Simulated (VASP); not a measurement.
Output of a VASP run:

**OUTCAR**
```
 ion  position               nearest neighbor table
   1  0.333  0.667  0.250-   2 2.70   2 2.70   2 2.70   2 2.70   2 2.70   2 2.70
   2  0.667  0.333  0.750-   1 2.70   1 2.70   1 2.70   1 2.70   1 2.70   1 2.70
  LATTYP: Found a hexagonal cell.
 ALAT       =     2.7361079429
 C/A-ratio  =     1.6002900993
 Subroutine PRICEL returns:
 Original cell was already a primitive cell.
 Subroutine GETGRP returns: Found 24 space group operations
The static configuration has the point symmetry D_3d.
 The point group associated with its full space group is D_6h.
The dynamic configuration has the point symmetry D_3d.
 Subroutine INISYM returns: Found 24 space group operations
 Subroutine IBZKPT returns following result:
 Found    165 irreducible k-points:

 Following reciprocal coordinates:
            Coordinates               Weight
  0.000000  0.000000  0.000000      1.000000
  0.058824 -0.000000  0.000000      6.000000
  0.117647  0.000000  0.000000      6.000000
  0.176471  0.000000  0.000000      6.000000
  0.235294  0.000000  0.000000      6.000000
  0.294118  0.000000  0.000000      6.000000
  0.352941 -0.000000  0.000000      6.000000
  0.411765  0.000000  0.000000      6.000000
  0.470588  0.000000  0.000000      6.000000
  0.058824  0.058824  0.000000      6.000000
  0.117647  0.058824  0.000000     12.000000
  0.176471  0.058824  0.000000     12.000000
  0.235294  0.058824  0.000000     12.000000
  0.294118  0.058824  0.000000     12.000000
  0.352941  0.058824  0.000000     12.000000
  0.411765  0.058824  0.000000     12.000000
  0.470588  0.058824  0.000000      6.000000
  0.117647  0.117647  0.000000      6.000000
  0.176471  0.117647  0.000000     12.000000
  0.235294  0.117647  0.000000     12.000000
  0.294118  0.117647  0.000000     12.000000
  0.352941  0.117647  0.000000     12.000000
  0.411765  0.117647  0.000000     12.000000
  0.176471  0.176471  0.000000      6.000000
  0.235294  0.176471  0.000000     12.000000
  0.294118  0.176471  0.000000     12.000000
  0.352941  0.176471  0.000000     12.000000
  0.411765  0.176471  0.000000      6.000000
  0.235294  0.235294  0.000000      6.000000
  0.294118  0.235294  0.000000     12.000000
  0.352941  0.235294  0.000000     12.000000
  0.294118  0.294118  0.000000      6.000000
  0.352941  0.294118  0.000000      6.000000
  0.000000  0.000000  0.111111      2.000000
  0.058824 -0.000000  0.111111     12.000000
  0.117647  0.000000  0.111111     12.000000
  0.176471  0.000000  0.111111     12.000000
  0.235294  0.000000  0.111111     12.000000
  0.294118  0.000000  0.111111     12.000000
  0.352941 -0.000000  0.111111     12.000000
   k-points           NKPTS =    165   k-points in BZ     NKDIM =    165   number of bands    NBANDS=     17
   number of dos      NEDOS =    601   number of ions     NIONS =      2
   total plane-waves  NPLWV =  14400
   dimension x,y,z NGX =    20 NGY =   20 NGZ =   36
   dimension x,y,z NGXF=    40 NGYF=   40 NGZF=   72
   ions per type =               2
   PREC   = accura    normal or accurate (medium, high low for compatibility)
   ISTART =      0    job   : 0-new  1-cont  2-samecut
   ICHARG =      2    charge: 1-file 2-atom 10-const
   ISPIN  =      1    spin polarized calculation?
   LNONCOLLINEAR =      F non collinear calculations
   LSORBIT =      F    spin-orbit coupling
   INIWAV =      1    electr: 0-lowe 1-rand  2-diag
   ENCUT  =  520.0 eV  38.22 Ry    6.18 a.u.   5.09  5.09  8.14*2*pi/ulx,y,z
   NELM   =    100;   NELMIN=  2; NELMDL= -5     # of ELM steps
   EDIFF  = 0.1E-06   stopping-criterion for ELM
   LREAL  =      F    real-space projection
   NLSPLINE    = F    spline interpolate recip. space projectors
   LMAXMIX     =    4 max onsite mixed and CHGCAR
   VOSKOWN=      0    Vosko Wilk Nusair interpolation
   EDIFFG = 0.1E-05   stopping-criterion for IOM
   NSW    =      0    number of steps for IOM
...
```

### OSZICAR
```
       N       E                     dE             d eps       ncg     rms          rms(c)
DAV:   1     0.317090125018E+03    0.31709E+03   -0.16829E+04  5634   0.162E+03
DAV:   2    -0.866973285324E+01   -0.32576E+03   -0.32281E+03  6228   0.457E+02
DAV:   3    -0.167253090402E+02   -0.80556E+01   -0.79132E+01  6701   0.823E+01
DAV:   4    -0.168104634887E+02   -0.85154E-01   -0.84085E-01  6188   0.795E+00
DAV:   5    -0.168112377326E+02   -0.77424E-03   -0.77134E-03  6145   0.726E-01    0.244E+01
DAV:   6    -0.155196802564E+02    0.12916E+01   -0.31481E+00  5962   0.176E+01    0.763E+00
DAV:   7    -0.153689453611E+02    0.15073E+00   -0.58205E-01  6352   0.684E+00    0.920E-01
DAV:   8    -0.153591173860E+02    0.98280E-02   -0.11483E-02  5844   0.117E+00    0.185E-01
DAV:   9    -0.153592662285E+02   -0.14884E-03   -0.32170E-04  6639   0.158E-01    0.204E-02
DAV:  10    -0.153592601353E+02    0.60932E-05   -0.14054E-05  5910   0.338E-02    0.108E-02
DAV:  11    -0.153592630176E+02   -0.28823E-05   -0.97926E-07  5948   0.101E-02    0.842E-04
DAV:  12    -0.153592619252E+02    0.10924E-05   -0.42095E-08  2927   0.165E-03    0.267E-04
DAV:  13    -0.153592616060E+02    0.31916E-06   -0.84150E-09  2843   0.646E-04    0.101E-04
DAV:  14    -0.153592616231E+02   -0.17085E-07   -0.13780E-09  2836   0.263E-04
   1 F= -.15359262E+02 E0= -.15359262E+02  d E =0.000000E+00
```

OUTCAR:
```
------------------------ aborting loop because EDIFF is reached ----------------------------------------
  FORCE on cell =-STRESS in cart. coord.  units (eV):
  Direction    XX          YY          ZZ          XY          YZ          ZX
  --------------------------------------------------------------------------------------
  Total        0.0591449      0.0591449      0.0480930      0.0000000     -0.0000000      0.0000000
  in kB        3.3380973      3.3380984      2.7143359      0.0000000     -0.0000000      0.0000000
  external PRESSURE =       3.1301772 kB  Pullay stress =       0.0000000 kB
  volume of cell :       28.39
      direct lattice vectors                 reciprocal lattice vectors
     1.368053802 -2.369539084  0.000000000     0.365482702 -0.211011502  0.000000000
     1.368053802  2.369539084  0.000000000     0.365482702  0.211011502  0.000000000
     0.000000000  0.000000000  4.378566452     0.000000000  0.000000000  0.228385251
 POSITION                                       TOTAL-FORCE (eV/Angst)
 -----------------------------------------------------------------------------------
      1.36805      0.78985      1.09464        -0.000000     -0.000000      0.000000
      1.36805     -0.78985      3.28392         0.000000      0.000000      0.000000
 -----------------------------------------------------------------------------------
    total drift:                               -0.000000      0.000615     -0.000043
  FREE ENERGIE OF THE ION-ELECTRON SYSTEM (eV)
  ---------------------------------------------------
  free  energy   TOTEN  =       -15.3592616231 eV

  energy  without entropy=      -15.3592616231  energy(sigma->0) =      -15.35926162

 total charge

# of ion       s       p       d       tot
------------------------------------------
    1        0.482   6.498   5.150  12.130
    2        0.482   6.498   5.150  12.130
--------------------------------------------------
tot          0.964  12.997  10.301  24.261
```
(Selected blocks of OUTCAR.)

**POSCAR**
```
Tc
1
    1.3680538017    -2.3695390840    -0.0000000000
    1.3680538017     2.3695390840    -0.0000000000
   -0.0000000000    -0.0000000000     4.3785664516
Tc
2
Direct
  0.3333330000   0.6666670000   0.2500000000
  0.6666670000   0.3333330000   0.7500000000
```

Q: Write an INCAR and KPOINTS that could have produced this output.

A: Several could match; the one computed here: the input of the run itself, optB86b-vdW, plane waves, VASP's PBE PAW potentials (set 64).

KPOINTS:
```
kpoints
0
Gamma
  17 17 9
0 0 0
```

INCAR:
```
! general
SYSTEM   = Tc
PREC     = Accurate
ENCUT    = 520
LREAL    = .FALSE.
LASPH    = .TRUE.

! electronic loop
EDIFF    = 1E-7
NELM     = 100
ALGO     = Normal
LMAXMIX  = 4

! smearing
ISMEAR   = -5

! functional
GGA      = MK
LUSE_VDW = .TRUE.
AGGAC    = 0.0
PARAM1   = 0.1234
PARAM2   = 1.0

! ions
ISIF     = 2

! output
LWAVE    = .FALSE.
LCHARG   = .TRUE.
LORBIT   = 11
NEDOS    = 601
```

POTCAR, in this order: Tc_pv (PBE.64 set). Program: vasp_std.

For a metal the tetrahedron method with Blöchl corrections gives inexact stress and forces.

The compound is Tc in the hcp structure. It was relaxed first.
